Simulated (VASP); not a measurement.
Input of a VASP 6.6.1 run:

File INCAR:

```
SYSTEM = Al3Si2F
  PREC = Accurate
  ENCUT = 520
  EDIFF = 1E-6
  ISMEAR = 0
  SIGMA = 0.1
  LREAL = .False.
  LASPH = .True.
  NELM = 150
  ALGO = Normal
  ISIF = 2
  LWAVE = .False.
  LCHARG = .False.
  METAGGA = R2SCAN
  LMIXTAU = .True.
  NBANDS = 21
  KPAR = 4
```

File KPOINTS:

```
Automatic mesh
0
Gamma
  8 8 6
  0 0 0
```

The input POSCAR:

```
Al3Si2F                                 
1.0
    4.3938557574      0.0000000000      0.0000000000
    0.0000000000      4.3938557574      0.0000000000
    0.0000000000     -0.0000000000      5.3585595626
  Al              Si              F             
     3     2     1
Direct
     0.5000000000000000    1.0000000000000000    0.9318840545054110
     0.0000000000000000    0.5000000000000000    0.9318840545054110
     0.5000000000000000    0.5000000000000000    0.2229691366760483
     0.5000000000000000    0.0000000000000000    0.4593197912617932
     0.0000000000000000    0.5000000000000000    0.4593197912617932
     0.0000000000000000    1.0000000000000000    0.9518015617895318
```

Potentials or basis: VASP PAW PBE potentials, release 64 (Al, Si, F).

Launch:

```bash
$ cat potpaw_PBE.64/Al/POTCAR potpaw_PBE.64/Si/POTCAR potpaw_PBE.64/F/POTCAR > POTCAR
$ mpirun -np 4 vasp_std > vasp.out
```

Question: Predict the largest force.

Answer: 0.070 eV/Å.

Question: Estimate the pressure.

Answer: -1.9 GPa.

Forces in eV/Å, atoms in the order of the input:
```
Al   0.000  0.000  0.070
Al   0.000  0.000  0.070
Al   0.000  0.000  0.005
Si   0.000  0.000 -0.056
Si   0.000  0.000 -0.056
F    0.000  0.000 -0.032
```

Caveat: the PAW data sets were made with another functional, which shifts forces and pressure a little.
